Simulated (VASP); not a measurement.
Input:

```
CELL_PARAMETERS angstrom
      3.87845     0.00000     0.00000
      0.00000     3.87845     0.00000
      0.00000     0.00000     4.83631
ATOMIC_POSITIONS crystal
  Sn 0.50000 0.00000 0.75777
  Sn 0.00000 0.50000 0.24223
  O  0.50000 0.50000 0.00000
  O  0.00000 0.00000 0.00000
```

All values below come from optB86b-vdW, VASP's PBE PAW potentials (set 64) (plane waves; VASP 6.6.1). Run with 520 eV cut-off, 6×6×5 Γ-centred mesh, Gaussian smearing of 0.050 eV, potentials Sn_d O.

Task: The ions and cell shape at fixed volume are relaxed. Give the cell that the relaxation ends in.

Result: 
```
CELL_PARAMETERS angstrom
      3.84984     0.00000     0.00000
      0.00000     3.84984     0.00000
      0.00000     0.00000     4.90847
ATOMIC_POSITIONS crystal
  Sn 0.50000 0.00000 0.76350
  Sn 0.00000 0.50000 0.23650
  O  0.50000 0.50000 0.00000
  O  0.00000 0.00000 0.00000
```
Space group P4/nmm (129), at a tolerance of 0.03 Å.

Task: How much energy does the relaxation gain?

Result: The energy (σ→0) changes by -3.2 meV/atom, in 7 ionic steps.

The compound is SnO in the litharge structure. This cell is one point of a volume scan, at 1.03 of the reference volume. Symmetry was kept, so distortions that lower it aren't found.
